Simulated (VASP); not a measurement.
# SiB2 (Pmmn) in VASP: single point with r2SCAN

Aim: the single point of SiB2 with r2SCAN.

All numbers are computed with VASP 6.6.1; they aren't measurements. Logs are shortened: lines on timing, memory, paths and dates and some standing lists are left out, and cuts for length are marked.

**1. The crystal as given**

The structure is orthorhombic, space group Pmmn (No. 59). The conventional cell has a = 2.958 Å, b = 4.766 Å, c = 3.735 Å, α = 90.00°, β = 90.00°, γ = 90.00°. Around Si (site symmetry mm2) lie 8 B at 2.03 to 2.27 Å. B (site symmetry m) has 3 B at 1.78 to 1.88 Å and 1 Si at 2.03 Å as nearest neighbours.

The cell was built by a generator and needn't be a form met in nature.

**2. Single point, r2SCAN**

Contents of INCAR:

```
SYSTEM = SiB2
PREC = Accurate
ENCUT = 520
EDIFF = 1E-6
ISMEAR = 0
SIGMA = 0.1
LREAL = .FALSE.
LASPH = .TRUE.
NELM = 150
ALGO = Normal
ISIF = 2
LWAVE = .FALSE.
LCHARG = .FALSE.
METAGGA = R2SCAN
LMIXTAU = .TRUE.
KPAR = 4
```

Contents of KPOINTS:

```
Automatic mesh
0
G
  10 6 8
  0 0 0
```

Contents of POSCAR:

```
SiB2                                    
1.0
    2.9578513761      0.0000000000      0.0000000000
    0.0000000000      4.7661060140      0.0000000000
    0.0000000000      0.0000000000      3.7353395158
  Si              B             
     2     4
Direct
     0.5000000000000000    0.5000000000000000    0.1322785766598092
     0.0000000000000000    0.0000000000000000    0.8677214233401909
     0.5000000000000000    0.6972083115514142    0.6149924828665440
     0.5000000000000000    0.3027916884485857    0.6149924828665440
     0.0000000000000000    0.1972083115514142    0.3850075171334562
     0.0000000000000000    0.8027916884485858    0.3850075171334562
```

Potentials or basis: VASP PAW PBE potentials, release 64 (Si, B).

Command:

```
cat potpaw_PBE.64/Si/POTCAR potpaw_PBE.64/B/POTCAR > POTCAR
mpirun -np 4 vasp_std > vasp.out
```

OUTCAR:

```text
SYSTEM = SiB2
   PREC = Accurate
   ENCUT = 520
   EDIFF = 1E-6
   ISMEAR = 0
   LREAL = .FALSE.
   LASPH = .TRUE.
   NELM = 150
   ISIF = 2
   METAGGA = R2SCAN

 ion  position               nearest neighbor table
   1  0.500  0.500  0.132-   3 2.03   4 2.03   3 2.15   4 2.15   5 2.27   6 2.27   5 2.27   6 2.27
                             2 2.97   2 2.97   2 2.97   2 2.97
   2  0.000  0.000  0.868-   5 2.03   6 2.03   5 2.15   6 2.15   3 2.27   4 2.27   3 2.27   4 2.27
                             1 2.97   1 2.97   1 2.97   1 2.97
   3  0.500  0.697  0.615-   6 1.78   6 1.78   4 1.88   1 2.03   1 2.15   2 2.27   2 2.27
   4  0.500  0.303  0.615-   5 1.78   5 1.78   3 1.88   1 2.03   1 2.15   2 2.27   2 2.27
   5  0.000  0.197  0.385-   4 1.78   4 1.78   6 1.88   2 2.03   2 2.15   1 2.27   1 2.27
   6  0.000  0.803  0.385-   3 1.78   3 1.78   5 1.88   2 2.03   2 2.15   1 2.27   1 2.27

  LATTYP: Found a simple orthorhombic cell.
 ALAT       =     2.9578513761
 B/A-ratio  =     1.2628557155
 C/A-ratio  =     1.6113406010

  Lattice vectors:

 A1 = (  -2.9578513761,   0.0000000000,   0.0000000000)
 A2 = (   0.0000000000,   0.0000000000,   3.7353395158)
 A3 = (   0.0000000000,   4.7661060140,   0.0000000000)

Analysis of symmetry for initial positions (statically):
=====================================================================
 Subroutine PRICEL returns:
 Original cell was already a primitive cell.

 Routine SETGRP: Setting up the symmetry group for a
 simple orthorhombic supercell.

 Subroutine GETGRP returns: Found  8 space group operations
 (whereof  4 operations were pure point group operations)
 out of a pool of  8 trial point group operations.

The static configuration has the point symmetry C_2v.
 The point group associated with its full space group is D_2h.

Analysis of symmetry for dynamics (positions and initial velocities):
=====================================================================
 Subroutine PRICEL returns:
 Original cell was already a primitive cell.

 Routine SETGRP: Setting up the symmetry group for a
 simple orthorhombic supercell.

 Subroutine GETGRP returns: Found  8 space group operations
 (whereof  4 operations were pure point group operations)
 out of a pool of  8 trial point group operations.

The dynamic configuration has the point symmetry C_2v.
 The point group associated with its full space group is D_2h.

 Subroutine INISYM returns: Found  8 space group operations
 (whereof  4 operations are pure point group operations),
 and found     1 'primitive' translations

----------------------------------------------------------------------------------------

                                     Primitive cell

  volume of cell :      52.6587

  direct lattice vectors                    reciprocal lattice vectors
     2.957851376  0.000000000  0.000000000     0.338083248  0.000000000  0.000000000
     0.000000000  4.766106014  0.000000000     0.000000000  0.209814888  0.000000000
     0.000000000  0.000000000  3.735339516     0.000000000  0.000000000  0.267713282

  length of vectors
     2.957851376  4.766106014  3.735339516     0.338083248  0.209814888  0.267713282

  position of ions in fractional coordinates (direct lattice)
     0.500000000  0.500000000  0.132278577
     0.000000000  0.000000000  0.867721423
     0.500000000  0.697208312  0.614992483
     0.500000000  0.302791688  0.614992483
     0.000000000  0.197208312  0.385007517
     0.000000000  0.802791688  0.385007517

  ion indices of the primitive-cell ions
   primitive index   ion index
                 1           1
                 2           2
                 3           3
                 4           4
                 5           5
                 6           6

----------------------------------------------------------------------------------------

 KPOINTS: Automatic mesh

Automatic generation of k-mesh.
 Grid dimensions read from file:
 generate k-points for:   10    6    8

 Generating k-lattice:

  Cartesian coordinates                     Fractional coordinates (reciprocal lattice)
     0.033808325  0.000000000  0.000000000     0.100000000  0.000000000  0.000000000
     0.000000000  0.034969148  0.000000000     0.000000000  0.166666667  0.000000000
     0.000000000  0.000000000  0.033464160     0.000000000  0.000000000  0.125000000

  Length of vectors
     0.033808325  0.034969148  0.033464160

  Shift w.r.t. Gamma in fractional coordinates (k-lattice)
     0.000000000  0.000000000  0.000000000

 Subroutine IBZKPT returns following result:
 ===========================================

 Found    120 irreducible k-points:

 Following reciprocal coordinates:
            Coordinates               Weight
  0.000000  0.000000  0.000000      1.000000
  0.100000  0.000000  0.000000      2.000000
  0.200000  0.000000  0.000000      2.000000
  0.300000  0.000000  0.000000      2.000000
  0.400000  0.000000  0.000000      2.000000
  0.500000  0.000000  0.000000      1.000000
[... 16 lines left out ...]
  0.400000  0.500000  0.000000      2.000000
  0.500000  0.500000  0.000000      1.000000
 [... further k-points ...]
   k-points           NKPTS =    120   k-points in BZ     NKDIM =    120   number of bands    NBANDS=     14
   number of dos      NEDOS =    301   number of ions     NIONS =      6
   total plane-waves  NPLWV =  24192
   dimension x,y,z NGX =    24 NGY =   36 NGZ =   28
   dimension x,y,z NGXF=    48 NGYF=   72 NGZF=   56
   ions per type =               2   4
   NGX,Y,Z   is equivalent  to a cutoff of  13.49, 12.56, 12.46 a.u.
   NGXF,Y,Z  is equivalent  to a cutoff of  26.98, 25.11, 24.92 a.u.
 SYSTEM =  SiB2
   PREC   = accura    normal or accurate (medium, high low for compatibility)
   ISTART =      0    job   : 0-new  1-cont  2-samecut
   ICHARG =      2    charge: 1-file 2-atom 10-const
   ISPIN  =      1    spin polarized calculation?
   LNONCOLLINEAR =      F non collinear calculations
   LSORBIT =      F    spin-orbit coupling
   LASPH  =      T    aspherical Exc in radial PAW
   ENCUT  =  520.0 eV  38.22 Ry    6.18 a.u.   5.50  8.86  6.95*2*pi/ulx,y,z
   NELM   =    150;   NELMIN=  2; NELMDL= -5     # of ELM steps
   EDIFF  = 0.1E-05   stopping-criterion for ELM
   LREAL  =      F    real-space projection
   EDIFFG = 0.1E-04   stopping-criterion for IOM
   NSW    =      0    number of steps for IOM
   IBRION =     -1    ionic relax: 0-MD 1-quasi-New 2-CG
   NFREE  =      0    steps in history (QN), initial steepest desc. (CG)
   ISIF   =      2    stress and relaxation
   ISYM   =      2    0-nonsym 1-usesym 2-fastsym
   POTIM  = 0.5000    time-step for ionic-motion
   TEBEG  =    0.0;   TEEND  =   0.0 temperature during run
   PSTRESS=    0.0 pullay stress
   NELECT =      20.0000    total number of electrons
   NUPDOWN=      -1.0000    fix difference up-down
   EMIN   =  10.00;   EMAX   =-10.00  energy-range for DOS
   EFERMI =   0.00;   METHOD = LEGACY
   ISMEAR =     0;   SIGMA  =   0.10  broadening in eV -4-tet -1-fermi 0-gaus
   EFERMI_NEDOS =   21; number of points for ismear=-14 and -15
   IALGO  =     38    algorithm
   IMIX   =      4    mixing-type and parameters
     AMIX     =   0.40;   BMIX     =  1.00
     AMIX_MAG =   1.60;   BMIX_MAG =  1.00
  volume/ion in A,a.u.               =       8.78        59.23
  Fermi-wavevector in a.u.,A,eV,Ry     =   1.185573  2.240407 19.124106  1.405582
  Thomas-Fermi vector in A             =   2.321763
   LORBIT       =      0    0 simple, 1 ext, 2 COOP (PROOUT), +10 PAW based schemes
   METAGGA = R2SCAN    functional components
   LHFCALC =     F    Hartree Fock is set to
   AEXX    =    0.0000 exact exchange contribution
   IVDW    =     0    specifies the selected vdW correction
   LEPSILON=     F    determine dielectric tensor
   LRPA    =     F    only Hartree local field effects (RPA)
 non-spin polarized calculation
 Gauss-broadening in eV      SIGMA  =   0.10
  energy-cutoff  :      520.00
  volume of cell :       52.66
 maximum number of plane-waves:      1442
 NGX is ok and might be reduce to    24
   NGX = 11   NGY = 17   NGZ = 13

 number of electron      20.0000000 magnetization

 Free energy of the ion-electron system (eV)
  ---------------------------------------------------
  ext. energy  EPLUGINS =         0.00000000
  ---------------------------------------------------
  free energy    TOTEN  =       -43.82033639 eV

  energy without entropy =      -43.81733128  energy(sigma->0) =      -43.81883383

 E-fermi :   9.8054     XC(G=0): -12.5852

 val. band max:        9.7865781742   @ k =   0.4000   0.1667   0.0000
 cond. band min:       9.9300534332   @ k =   0.4000   0.3333   0.1250
 fundamental gap:      0.1434752589
 Fermi energy:         9.8054260617

 k-point     1 :       0.0000    0.0000    0.0000
  band No.  band energies     occupation
      1      -7.5829      2.00000
      2      -1.9374      2.00000
      3      -1.6194      2.00000
      4       2.0795      2.00000
      5       2.1460      2.00000
      6       5.4047      2.00000
      7       6.8956      2.00000
      8       7.5998      2.00000
      9       7.7823      2.00000
     10       9.1031      2.00000
     11       9.1727      2.00000
     12      12.0709      0.00000
     13      14.5157      0.00000
     14      15.1102      0.00000

 k-point     2 :       0.1000    0.0000    0.0000
  band No.  band energies     occupation
      1      -7.4301      2.00000
      2      -1.8151      2.00000
      3      -1.4811      2.00000
      4       2.1804      2.00000
      5       2.2661      2.00000
      6       4.4123      2.00000
      7       6.9446      2.00000
      8       7.6082      2.00000
      9       7.7054      2.00000
     10       8.4514      2.00000
     11       9.3751      2.00000
     12      13.0113      0.00000
     13      13.1206      0.00000
     14      15.1181      0.00000

 k-point     3 :       0.2000    0.0000    0.0000
  band No.  band energies     occupation
      1      -6.9736      2.00000
      2      -1.5120      2.00000
      3      -1.0671      2.00000
      4       2.2462      2.00000
      5       2.6107      2.00000
      6       2.8554      2.00000
      7       6.4225      2.00000
      8       6.9231      2.00000
      9       7.7577      2.00000
     10       8.0083      2.00000
     11       9.7376      1.66246
     12      11.4451      0.00000
     13      13.5354      0.00000
     14      14.2077      0.00000
[... 324 lines left out ...]
 k-point    23 :       0.4000    0.5000    0.0000
  band No.  band energies     occupation
      1      -3.8401      2.00000
      2      -3.8401      2.00000
      3      -0.3543      2.00000
      4      -0.3543      2.00000
      5       4.1923      2.00000
      6       4.1923      2.00000
      7       6.2012      2.00000
      8       6.2012      2.00000
      9       7.1247      2.00000
     10       7.1247      2.00000
     11      10.7337      0.00000
     12      10.7337      0.00000
     13      11.0520      0.00000
     14      11.0520      0.00000

 k-point    24 :       0.5000    0.5000    0.0000
  band No.  band energies     occupation
      1      -3.1485      2.00000
      2      -3.1485      2.00000
      3      -1.3082      2.00000
      4      -1.3082      2.00000
      5       4.3924      2.00000
      6       4.3924      2.00000
      7       6.5588      2.00000
      8       6.5588      2.00000
      9       7.4540      2.00000
     10       7.4540      2.00000
     11      10.1348      0.00000
     12      10.1348      0.00000
     13      10.3883      0.00000
     14      10.3883      0.00000

 [... further k-points ...]

------------------------ aborting loop because EDIFF is reached ----------------------------------------

  FORCE on cell =-STRESS in cart. coord.  units (eV):
  Direction    XX          YY          ZZ          XY          YZ          ZX
  --------------------------------------------------------------------------------------
  -------------------------------------------------------------------------------------
  Total       -0.3898004     -0.6149567     -1.6110709      0.0000000      0.0000000      0.0000000
  in kB      -11.8599471    -18.7104825    -49.0179449      0.0000000      0.0000000      0.0000000
  external PRESSURE =     -26.5294582 kB  Pullay stress =       0.0000000 kB

 VOLUME and BASIS-vectors are now :
 -----------------------------------------------------------------------------
  energy-cutoff  :      520.00
  volume of cell :       52.66
      direct lattice vectors                 reciprocal lattice vectors
     2.957851376  0.000000000  0.000000000     0.338083248  0.000000000  0.000000000
     0.000000000  4.766106014  0.000000000     0.000000000  0.209814888  0.000000000
     0.000000000  0.000000000  3.735339516     0.000000000  0.000000000  0.267713282

 POSITION                                       TOTAL-FORCE (eV/Angst)
 -----------------------------------------------------------------------------------
      1.47893      2.38305      0.49411        -0.000000      0.000000      0.162723
      0.00000      0.00000      3.24123        -0.000000      0.000000     -0.162723
      1.47893      3.32297      2.29721        -0.000000     -0.004295      0.033617
      1.47893      1.44314      2.29721         0.000000      0.004295      0.033617
      0.00000      0.93992      1.43813        -0.000000     -0.004295     -0.033617
      0.00000      3.82619      1.43813        -0.000000      0.004295     -0.033617
 -----------------------------------------------------------------------------------
    total drift:                                0.000000     -0.000000      0.000000

  FREE ENERGIE OF THE ION-ELECTRON SYSTEM (eV)
  ---------------------------------------------------
  free  energy   TOTEN  =       -43.8203363854 eV

  energy  without entropy=      -43.8173312772  energy(sigma->0) =      -43.81883383
```

Wall time 66 s (4 MPI ranks of AMD EPYC 9R14 (Zen 4), shared host); peak memory 0.19 GiB.

Results:

```yaml
Free_energy: -43.8203 eV
Pressure: -2.7 GPa
Largest_force: 0.163 eV/Å
Band_gap_on_the_k_mesh: none (metal or under the smearing width)
```

Forces in eV/Å, atoms in the order of the input:
```
Si   0.000  0.000  0.163
Si   0.000  0.000 -0.163
B    0.000 -0.004  0.034
B    0.000  0.004  0.034
B    0.000 -0.004 -0.034
B    0.000  0.004 -0.034
```

Caveat: the PAW data sets were made with another functional, which shifts forces and pressure a little.
